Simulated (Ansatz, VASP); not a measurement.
## Two plane-wave programs on Ta4W

INCAR

```
  ALGO = Fast
  EDIFF = 1E-7
  ENCUT = 520
  GGA = PE
  ISIF = 2
  ISMEAR = 0
  LASPH = T
  LCHARG = F
  LREAL = F
  LWAVE = F
  NBANDS = 37
  NELM = 80
  PREC = Accurate
  SIGMA = 0.1
```

KPOINTS

```
k-points
0
Gamma
  6 6 6
```

The input POSCAR:

```
Ta4W
1.0
   -3.2187532000      3.2187532000      2.0357182700
    3.2187532000     -3.2187532000      2.0357182700
    3.2187532000      3.2187532000     -2.0357182700
Ta W
4 1
Direct
    0.9000000000      0.7000000000      0.6000000000
    0.1000000000      0.3000000000      0.4000000000
    0.7000000000      0.1000000000      0.8000000000
    0.3000000000      0.9000000000      0.2000000000
    0.5000000000      0.5000000000      0.0000000000
```

Input for Ansatz:

```yaml
crystal:
  lattice:
    - [-3.2187532, 3.2187532, 2.03571827]
    - [3.2187532, -3.2187532, 2.03571827]
    - [3.2187532, 3.2187532, -2.03571827]
  atoms:
    - { symbol: Ta, position: [0.9, 0.7, 0.6] }
    - { symbol: Ta, position: [0.1, 0.3, 0.4] }
    - { symbol: Ta, position: [0.7, 0.1, 0.8] }
    - { symbol: Ta, position: [0.3, 0.9, 0.2] }
    - { symbol: W, position: [0.5, 0.5, 0.0] }
basis:
  ecutwfc: 420
kpoints:
  mp_grid: { grid: [6, 6, 6] }
hamiltonian:
  xc: pbe
scf:
  occupations: { method: gaussian, width: 0.1 }
  lower_state_search: "off"
output:
  forces: true
  stress: true
  eigenvalues: true
```

Alike in both runs: task single point; functional PBE; k mesh 6 × 6 × 6; occupations gaussian, width 0.1 eV; no spin polarisation.

|  | VASP | Ansatz |
| --- | --- | --- |
| version | VASP 6.6.1 | Ansatz 0.2.0 |
| potentials or method | VASP PAW PBE potentials, release 64 (Ta_pv, W_sv) | scalar-relativistic, plane waves, PAW |
| plane-wave cutoff (eV) | 520 | 420 |
| valence electrons in the cell | 58 | 66 |

|  | VASP | Ansatz | Ansatz less VASP |
| --- | --- | --- | --- |
| gap on the k mesh at the Fermi level (eV) | none | none | - |
| pressure (GPa) | 19.8 | 19.6 | -0.23 |
| largest component of the traceless stress (GPa) | 0.28 | 0.27 | -0.007 |
| rms of the force components (eV/Å) | 0.130 | 0.131 | +0.0004 |

Atom by atom the forces differ by 0.000 eV/Å (rms over components). A gap of «none» marks a metal or a gap that the smearing closes. With one functional, cell and mesh, what is left measures potentials, basis and numerics. The two sets of potentials don't hold the same shells in valence.

Caveats: so large a pressure means that the cell lies far from this level's equilibrium, or that cutoff or potentials fall short (VASP). The runs have no spin-orbit coupling, so splittings on Ta, W are missing.
